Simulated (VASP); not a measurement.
# WCl (P-6m2) in VASP: single point with r2SCAN

Aim: the single point of WCl with r2SCAN.

Everything below comes from runs of VASP 6.6.1. Logs are shortened: lines on timing, memory, paths and dates and some standing lists are left out, and cuts for length are marked.

### Step 1. Starting point

The structure is hexagonal, space group P-6m2 (No. 187). Conventional cell: a = 3.583 Å, b = 3.583 Å, c = 3.506 Å, α = 90.00°, β = 90.00°, γ = 120.00°. W (site symmetry -6m2) is surrounded by 6 Cl at 2.71 Å. Cl (site symmetry -6m2) has 6 W at 2.71 Å as nearest neighbours.

The cell was built by a generator and needn't be a form met in nature.

### Step 2. Single point, r2SCAN

Contents of POSCAR:

```
WCl
1.0
    3.5828123321      0.0000000000      0.0000000000
   -1.7914061660      3.1028064966      0.0000000000
    0.0000000000      0.0000000000      3.5061622400
W Cl
1 1
Direct
    0.0000000000      0.0000000000      0.0000000000
    0.6666666667      0.3333333333      0.5000000000
```

Contents of INCAR.step1:

```
SYSTEM = WCl
ALGO = Normal
EDIFF = 1E-4
ENCUT = 520
GGA = PE
ISMEAR = -1
LASPH = .TRUE.
LCHARG = .FALSE.
LREAL = .FALSE.
LWAVE = .TRUE.
NBANDS = 18
NELM = 100
PREC = Accurate
SIGMA = 0.1
```

Contents of INCAR.step2:

```
SYSTEM = WCl
ALGO = Normal
EDIFF = 1E-6
ENCUT = 520
ISIF = 2
ISMEAR = -1
ISTART = 1
LASPH = .TRUE.
LCHARG = .TRUE.
LELF = .TRUE.
LMIXTAU = .TRUE.
LREAL = .FALSE.
LVHAR = .TRUE.
LWAVE = .FALSE.
METAGGA = R2SCAN
NBANDS = 18
NELM = 100
PREC = Accurate
SIGMA = 0.1
```

Contents of KPOINTS:

```
k-points
0
G
  11 11 10
  0 0 0
```

Potentials or basis: VASP PAW PBE potentials, release 64 (W_sv, Cl).

Command:

```sh
$ cat potpaw_PBE.64/W_sv/POTCAR potpaw_PBE.64/Cl/POTCAR > POTCAR
$ cp INCAR.step1 INCAR
$ mpirun -np 1 vasp_std > vasp.out
$ cp INCAR.step2 INCAR
$ mpirun -np 1 vasp_std > vasp.out
```

OUTCAR:

```text
SYSTEM = WCl
   EDIFF = 1E-6
   ENCUT = 520
   ISIF = 2
   ISMEAR = -1
   ISTART = 1
   LASPH = .TRUE.
   LREAL = .FALSE.
   METAGGA = R2SCAN
   NELM = 100
   PREC = Accurate

 ion  position               nearest neighbor table
   1  0.000  0.000  0.000-   2 2.71   2 2.71   2 2.71   2 2.71   2 2.71   2 2.71
   2  0.667  0.333  0.500-   1 2.71   1 2.71   1 2.71   1 2.71   1 2.71   1 2.71

  LATTYP: Found a hexagonal cell.
 ALAT       =     3.5828123321
 C/A-ratio  =     0.9786061661

  Lattice vectors:

 A1 = (   3.5828123321,   0.0000000000,   0.0000000000)
 A2 = (  -1.7914061660,   3.1028064966,   0.0000000000)
 A3 = (   0.0000000000,   0.0000000000,   3.5061622400)

Analysis of symmetry for initial positions (statically):
=====================================================================
 Subroutine PRICEL returns:
 Original cell was already a primitive cell.

 Routine SETGRP: Setting up the symmetry group for a
 hexagonal supercell.

 Subroutine GETGRP returns: Found 12 space group operations
 (whereof 12 operations were pure point group operations)
 out of a pool of 24 trial point group operations.

The static configuration has the point symmetry D_3h.

Analysis of symmetry for dynamics (positions and initial velocities):
=====================================================================
 Subroutine PRICEL returns:
 Original cell was already a primitive cell.

 Routine SETGRP: Setting up the symmetry group for a
 hexagonal supercell.

 Subroutine GETGRP returns: Found 12 space group operations
 (whereof 12 operations were pure point group operations)
 out of a pool of 24 trial point group operations.

The dynamic configuration has the point symmetry D_3h.

 Subroutine INISYM returns: Found 12 space group operations
 (whereof 12 operations are pure point group operations),
 and found     1 'primitive' translations

----------------------------------------------------------------------------------------

                                     Primitive cell

  volume of cell :      38.9772

  direct lattice vectors                    reciprocal lattice vectors
     3.582812332  0.000000000  0.000000000     0.279110349  0.161144435  0.000000000
    -1.791406166  3.102806497  0.000000000     0.000000000  0.322288870  0.000000000
     0.000000000  0.000000000  3.506162240     0.000000000  0.000000000  0.285212130

  length of vectors
     3.582812332  3.582812332  3.506162240     0.322288870  0.322288870  0.285212130

  position of ions in fractional coordinates (direct lattice)
     0.000000000  0.000000000  0.000000000
     0.666666667  0.333333333  0.500000000

  ion indices of the primitive-cell ions
   primitive index   ion index
                 1           1
                 2           2

----------------------------------------------------------------------------------------

 KPOINTS: k-points

Automatic generation of k-mesh.
 Grid dimensions read from file:
 generate k-points for:   11   11   10

 Generating k-lattice:

  Cartesian coordinates                     Fractional coordinates (reciprocal lattice)
     0.025373668  0.014649494  0.000000000     0.090909091  0.000000000  0.000000000
     0.000000000  0.029298988  0.000000000     0.000000000  0.090909091  0.000000000
     0.000000000  0.000000000  0.028521213     0.000000000  0.000000000  0.100000000

  Length of vectors
     0.029298988  0.029298988  0.028521213

  Shift w.r.t. Gamma in fractional coordinates (k-lattice)
     0.000000000  0.000000000  0.000000000

 Subroutine IBZKPT returns following result:
 ===========================================

 Found     96 irreducible k-points:

 Following reciprocal coordinates:
            Coordinates               Weight
  0.000000  0.000000  0.000000      1.000000
  0.090909  0.000000  0.000000      6.000000
  0.181818  0.000000  0.000000      6.000000
  0.272727  0.000000  0.000000      6.000000
  0.363636  0.000000  0.000000      6.000000
  0.454545  0.000000  0.000000      6.000000
[... 16 lines left out ...]
  0.090909  0.090909  0.100000     12.000000
  0.181818  0.090909  0.100000     24.000000
 [... further k-points ...]
   k-points           NKPTS =     96   k-points in BZ     NKDIM =     96   number of bands    NBANDS=     18
   number of dos      NEDOS =    301   number of ions     NIONS =      2
   total plane-waves  NPLWV =  21952
   dimension x,y,z NGX =    28 NGY =   28 NGZ =   28
   dimension x,y,z NGXF=    56 NGYF=   56 NGZF=   56
   ions per type =               1   1
   NGX,Y,Z   is equivalent  to a cutoff of  12.99, 12.99, 13.28 a.u.
   NGXF,Y,Z  is equivalent  to a cutoff of  25.98, 25.98, 26.55 a.u.
 SYSTEM =  WCl
   PREC   = accura    normal or accurate (medium, high low for compatibility)
   ISTART =      1    job   : 0-new  1-cont  2-samecut
   ICHARG =      0    charge: 1-file 2-atom 10-const
   ISPIN  =      1    spin polarized calculation?
   LNONCOLLINEAR =      F non collinear calculations
   LSORBIT =      F    spin-orbit coupling
   LASPH  =      T    aspherical Exc in radial PAW
   ENCUT  =  520.0 eV  38.22 Ry    6.18 a.u.   6.66  6.66  6.52*2*pi/ulx,y,z
   NELM   =    100;   NELMIN=  2; NELMDL=  0     # of ELM steps
   EDIFF  = 0.1E-05   stopping-criterion for ELM
   LREAL  =      F    real-space projection
   EDIFFG = 0.1E-04   stopping-criterion for IOM
   NSW    =      0    number of steps for IOM
   IBRION =     -1    ionic relax: 0-MD 1-quasi-New 2-CG
   NFREE  =      0    steps in history (QN), initial steepest desc. (CG)
   ISIF   =      2    stress and relaxation
   ISYM   =      2    0-nonsym 1-usesym 2-fastsym
   POTIM  = 0.5000    time-step for ionic-motion
   TEBEG  =    0.0;   TEEND  =   0.0 temperature during run
   PSTRESS=    0.0 pullay stress
   NELECT =      21.0000    total number of electrons
   NUPDOWN=      -1.0000    fix difference up-down
   EMIN   =  10.00;   EMAX   =-10.00  energy-range for DOS
   EFERMI =   0.00;   METHOD = LEGACY
   ISMEAR =    -1;   SIGMA  =   0.10  broadening in eV -4-tet -1-fermi 0-gaus
   EFERMI_NEDOS =   21; number of points for ismear=-14 and -15
   IALGO  =     38    algorithm
   IMIX   =      4    mixing-type and parameters
     AMIX     =   0.40;   BMIX     =  1.00
     AMIX_MAG =   1.60;   BMIX_MAG =  1.00
  volume/ion in A,a.u.               =      19.49       131.52
  Fermi-wavevector in a.u.,A,eV,Ry     =   1.332123  2.517348 24.144243  1.774552
  Thomas-Fermi vector in A             =   2.461082
   LORBIT       =      0    0 simple, 1 ext, 2 COOP (PROOUT), +10 PAW based schemes
   METAGGA = R2SCAN    functional components
   LHFCALC =     F    Hartree Fock is set to
   AEXX    =    0.0000 exact exchange contribution
   IVDW    =     0    specifies the selected vdW correction
   LEPSILON=     F    determine dielectric tensor
   LRPA    =     F    only Hartree local field effects (RPA)
 non-spin polarized calculation
  energy-cutoff  :      520.00
  volume of cell :       38.98
 maximum number of plane-waves:      1077
 NGX is ok and might be reduce to    28
   NGX = 13   NGY = 13   NGZ = 13

 number of electron      21.0000000 magnetization

 Free energy of the ion-electron system (eV)
  ---------------------------------------------------
  ext. energy  EPLUGINS =         0.00000000
  ---------------------------------------------------
  free energy    TOTEN  =       -53.32210988 eV

  energy without entropy =      -53.20168159  energy(sigma->0) =      -53.26189574

 E-fermi :   8.1669     XC(G=0): -11.9428

 val. band max:        8.1663054726   @ k =   0.2727   0.0000   0.1000
 cond. band min:       8.1732105332   @ k =   0.1818   0.1818   0.2000
 fundamental gap:      0.0069050605
 Fermi energy:         8.1669054104

 k-point     1 :       0.0000    0.0000    0.0000
  band No.  band energies     occupation
      1     -68.5786      2.00000
      2     -32.1924      2.00000
      3     -32.0716      2.00000
      4     -32.0716      2.00000
      5     -11.9026      2.00000
      6       1.4984      2.00000
[... 10 lines left out ...]
     17      15.5043      0.00000
     18      20.1394      0.00000

 k-point     2 :       0.0909    0.0000    0.0000
  band No.  band energies     occupation
      1     -68.5784      2.00000
      2     -32.1915      2.00000
      3     -32.0789      2.00000
      4     -32.0733      2.00000
      5     -11.8537      2.00000
      6       1.1728      2.00000
[... 10 lines left out ...]
     17      16.1833      0.00000
     18      18.8893      0.00000

 k-point     3 :       0.1818    0.0000    0.0000
  band No.  band energies     occupation
      1     -68.5778      2.00000
      2     -32.1892      2.00000
      3     -32.0983      2.00000
      4     -32.0781      2.00000
      5     -11.7194      2.00000
      6       0.4609      2.00000
[... 10 lines left out ...]
     17      16.6647      0.00000
     18      17.8075      0.00000

 k-point     4 :       0.2727    0.0000    0.0000
  band No.  band energies     occupation
      1     -68.5769      2.00000
      2     -32.1860      2.00000
      3     -32.1237      2.00000
      4     -32.0842      2.00000
      5     -11.5363      2.00000
      6      -0.2831      2.00000
[... 375 lines left out ...]
      4     -32.0925      2.00000
      5     -11.2345      2.00000
      6      -1.1125      2.00000
[... 10 lines left out ...]
     17      17.5138      0.00000
     18      18.7380      0.00000

 k-point    23 :       0.0909    0.0909    0.1000
  band No.  band energies     occupation
      1     -68.5778      2.00000
      2     -32.1980      2.00000
      3     -32.0910      2.00000
      4     -32.0763      2.00000
      5     -11.7153      2.00000
      6       0.6575      2.00000
[... 10 lines left out ...]
     17      16.7168      0.00000
     18      18.2541      0.00000

 k-point    24 :       0.1818    0.0909    0.1000
  band No.  band energies     occupation
      1     -68.5770      2.00000
      2     -32.1951      2.00000
      3     -32.1122      2.00000
      4     -32.0828      2.00000
      5     -11.5652      2.00000
      6       0.0471      2.00000
[... 10 lines left out ...]
     17      16.7470      0.00000
     18      17.9763      0.00000

 [... further k-points ...]

------------------------ aborting loop because EDIFF is reached ----------------------------------------

  FORCE on cell =-STRESS in cart. coord.  units (eV):
  Direction    XX          YY          ZZ          XY          YZ          ZX
  --------------------------------------------------------------------------------------
  -------------------------------------------------------------------------------------
  Total       -5.2510975     -5.2510975     -2.8843244     -0.0000000     -0.0000000     -0.0000000
  in kB     -215.8489334   -215.8489334   -118.5615656     -0.0000000     -0.0000000     -0.0000000
  external PRESSURE =    -183.4198108 kB  Pullay stress =       0.0000000 kB

 VOLUME and BASIS-vectors are now :
 -----------------------------------------------------------------------------
  energy-cutoff  :      520.00
  volume of cell :       38.98
      direct lattice vectors                 reciprocal lattice vectors
     3.582812332  0.000000000  0.000000000     0.279110349  0.161144435  0.000000000
    -1.791406166  3.102806497  0.000000000     0.000000000  0.322288870  0.000000000
     0.000000000  0.000000000  3.506162240     0.000000000  0.000000000  0.285212130

 POSITION                                       TOTAL-FORCE (eV/Angst)
 -----------------------------------------------------------------------------------
      0.00000      0.00000      0.00000        -0.000000      0.000000      0.000000
      1.79141      1.03427      1.75308         0.000000      0.000000      0.000000
 -----------------------------------------------------------------------------------
    total drift:                               -0.000000      0.000000      0.000000

  FREE ENERGIE OF THE ION-ELECTRON SYSTEM (eV)
  ---------------------------------------------------
  free  energy   TOTEN  =       -53.3221098848 eV

  energy  without entropy=      -53.2016815867  energy(sigma->0) =      -53.26189574
```

It took 1.7 min on 1 thread of Intel Xeon 6975P-C (Granite Rapids), shared host; peak memory 0.21 GiB.

What came out:

```yaml
Free_energy: -53.3221 eV
Pressure: -18.3 GPa
Band_gap_on_the_k_mesh: none (metal or under the smearing width)
```

Caveat: so large a pressure means that the cell lies far from this level's equilibrium, or that cutoff or potentials fall short; the potentials were made for another functional, which shifts forces and pressure; an odd number of electrons without spin polarisation forces a metal; a magnetic or distorted state may lie lower.
